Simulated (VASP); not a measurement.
These are revPBE GGA, VASP's PBE PAW potentials (set 64) (plane waves; VASP) values and carry that method's errors.

VASP ran on this input.

### INCAR
```
ALGO = Normal   # blocked Davidson
NELM = 100
SIGMA = 0.05
PREC = Accurate
EDIFF = 1E-7   # SCF stop (eV)
LASPH = .TRUE.
LMAXMIX = 4   # l cut-off of mixed one-centre charges
LWAVE = .FALSE.
GGA = RE   # revPBE
LREAL = .FALSE.
LORBIT = 11   # lm-projected
ENCUT = 520
ICHARG = 11   # fixed density
ISMEAR = 0   # Gaussian
LCHARG = .FALSE.
SYSTEM = SnO
```

File POSCAR:
```
SnO
5.2537190
  0.7425727904   0.0000000000   0.0000000000
  0.0000000000   0.7425727904   0.0000000000
  0.0000000000   0.0000000000   0.9999999339
Sn O
2 2
Direct
  0.5000000000   0.0000000000   0.7782695496
  0.0000000000   0.5000000000   0.2217304504
  0.5000000000   0.5000000000   0.0000000000
  1.0000000000   0.0000000000   0.0000000000
```

**KPOINTS**
```
k-points along high-symmetry lines
10
Line-mode
Reciprocal
  0.000000   0.000000   0.000000 ! GAMMA
  0.000000   0.500000   0.000000 ! X

  0.000000   0.500000   0.000000 ! X
  0.500000   0.500000   0.000000 ! M

  0.500000   0.500000   0.000000 ! M
  0.000000   0.000000   0.000000 ! GAMMA

  0.000000   0.000000   0.000000 ! GAMMA
  0.000000   0.000000   0.500000 ! Z

  0.000000   0.000000   0.500000 ! Z
  0.000000   0.500000   0.500000 ! R

  0.000000   0.500000   0.500000 ! R
  0.500000   0.500000   0.500000 ! A

  0.500000   0.500000   0.500000 ! A
  0.000000   0.000000   0.500000 ! Z

  0.000000   0.500000   0.000000 ! X
  0.000000   0.500000   0.500000 ! R

  0.500000   0.500000   0.000000 ! M
  0.500000   0.500000   0.500000 ! A
```

POTCAR, in this order: Sn_d O (PBE.64 set). Program: vasp_std. Read from the step before: CHGCAR.

Output of the run:

### OSZICAR
```
       N       E                     dE             d eps       ncg     rms          rms(c)
DAV:   1     0.388002397624E+03    0.38800E+03   -0.20695E+04  4392   0.245E+03
DAV:   2     0.344506158516E+02   -0.35355E+03   -0.34831E+03  4600   0.575E+02
DAV:   3    -0.188407152071E+02   -0.53291E+02   -0.52133E+02  5400   0.188E+02
DAV:   4    -0.209766659174E+02   -0.21360E+01   -0.21345E+01  4696   0.416E+01
DAV:   5    -0.210413717637E+02   -0.64706E-01   -0.64694E-01  6000   0.721E+00
DAV:   6    -0.210430721770E+02   -0.17004E-02   -0.17003E-02  5696   0.102E+00
DAV:   7    -0.210431228973E+02   -0.50720E-04   -0.50720E-04  6368   0.147E-01
DAV:   8    -0.210431236059E+02   -0.70856E-06   -0.70852E-06  5720   0.180E-02
DAV:   9    -0.210431236157E+02   -0.98798E-08   -0.99254E-08  4136   0.248E-03
   1 F= -.21043124E+02 E0= -.21043124E+02  d E =-.551225E-15
```

**OUTCAR**
```
 val. band max:        5.6084251732   @ k =   0.0000   0.0556   0.0000

 cond. band min:       6.4235710964   @ k =   0.5000   0.5000   0.0000



 k-point     1 :       0.0000    0.0000    0.0000
  band No.  band energies     occupation
      1     -16.0425      2.00000
      2     -15.7176      2.00000
      3     -15.7076      2.00000
      4     -15.7076      2.00000
      5     -15.6903      2.00000
      6     -15.6698      2.00000
      7     -15.6531      2.00000
      8     -15.6395      2.00000
      9     -15.6227      2.00000
     10     -15.6227      2.00000
     11     -13.8543      2.00000
     12     -11.6400      2.00000
     13      -1.5913      2.00000
     14      -0.2613      2.00000
     15       0.0509      2.00000
     16       0.0509      2.00000
     17       2.6377      2.00000
     18       2.8985      2.00000
     19       2.8985      2.00000
     20       5.6073      2.00000
     21       7.4412      0.00000
     22       9.5255      0.00000
     23      10.7235      0.00000
     24      10.7238      0.00000

 k-point     2 :       0.0000    0.0556    0.0000
  band No.  band energies     occupation
      1     -16.0410      2.00000
      2     -15.7170      2.00000
      3     -15.7074      2.00000
      4     -15.7072      2.00000
      5     -15.6906      2.00000
      6     -15.6690      2.00000
      7     -15.6532      2.00000
      8     -15.6462      2.00000
      9     -15.6230      2.00000
     10     -15.6228      2.00000
     11     -13.8333      2.00000
     12     -11.6532      2.00000
     13      -1.5992      2.00000
     14      -0.2636      2.00000
     15       0.0617      2.00000
     16       0.0696      2.00000
     17       2.5881      2.00000
     18       2.8728      2.00000
     19       2.8775      2.00000
     20       5.6084      2.00000
     21       7.5357      0.00000
     22       9.5408      0.00000
     23      10.5094      0.00000
     24      10.7402      0.00000

...
```

The density is held fixed in this step, so its total energy and stress have no physical meaning. Without a dispersion term in the relaxation, distances and binding between the weakly bound layers, chains or molecules are unreliable, and so is what depends on them. Unless said otherwise, spin-orbit coupling is left out, though it shifts the bands of the heavy elements here.

The compound is SnO in the litharge structure. It was relaxed first, which changed the volume by +14 %.
